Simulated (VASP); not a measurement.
Computed with PBE GGA with D3 dispersion (zero damping), VASP's PBE PAW potentials (set 64) (plane waves; VASP 6.6.1).

VASP ran on this input.

### INCAR
```
LWAVE  =  .FALSE.
IVDW  =  11
NELM  =  100   # most electronic steps
LREAL  =  .FALSE.   # projection in real space or not
LCHARG  =  .FALSE.
NSW  =  30   # most ionic steps
ALGO  =  Normal
ISIF  =  4   # ions and shape, fixed volume
ENCUT  =  520   # plane-wave cut-off (eV)
ISMEAR  =  0   # Gaussian
LMAXMIX  =  4   # l cut-off of mixed one-centre charges
SYSTEM  =  Sb
EDIFF  =  1E-7   # SCF stop (eV)
EDIFFG  =  -0.01   # ionic stop
PREC  =  Accurate
IBRION  =  2   # conjugate gradients
GGA  =  PE   # PBE
LASPH  =  .TRUE.   # aspherical one-centre terms
SIGMA  =  0.05   # width (eV)
```

**KPOINTS**
```
Automatic mesh
0
Gamma
7 7 7
0 0 0
```

### POSCAR
```
Sb
1.0
  3.9871570680  -2.2052387753  -0.0206801985
  3.9871570680   2.2052387753  -0.0206801985
  2.7862771494   0.0000000000   3.6052163898
Sb
2
Direct
  0.2342755400   0.2342755400   0.2342755400
  0.7657244600   0.7657244600   0.7657244600
```

POTCAR, in this order: Sb (PBE.64 set). Program: vasp_std.

**Question.** What does the run give for the energy per atom (σ→0), dispersion energy?

**Answer.** 
- energy per atom (σ→0) = -424.7 kJ/mol-atom
- dispersion energy = -11.71 kcal/mol

OSZICAR:
```
...
   4 F= -.88026972E+01 E0= -.88026972E+01  d E =-.244079E-02
       N       E                     dE             d eps       ncg     rms          rms(c)
DAV:   1    -0.829489324066E+01   -0.26413E-03   -0.35976E-03   807   0.349E-01    0.255E-02
DAV:   2    -0.829488176288E+01    0.11478E-04   -0.96083E-05   842   0.755E-02    0.150E-02
DAV:   3    -0.829487587382E+01    0.58891E-05   -0.32311E-05   966   0.335E-02    0.294E-03
DAV:   4    -0.829487601674E+01   -0.14292E-06   -0.25324E-06   809   0.123E-02    0.181E-03
DAV:   5    -0.829487605790E+01   -0.41159E-07   -0.19462E-07   537   0.334E-03
   5 F= -.88027919E+01 E0= -.88027919E+01  d E =-.946621E-04
```

The compound is Sb in the a7 structure. This cell is one point of a volume scan, at 1.03 of the reference volume. Symmetry was kept, so distortions that lower it aren't found.
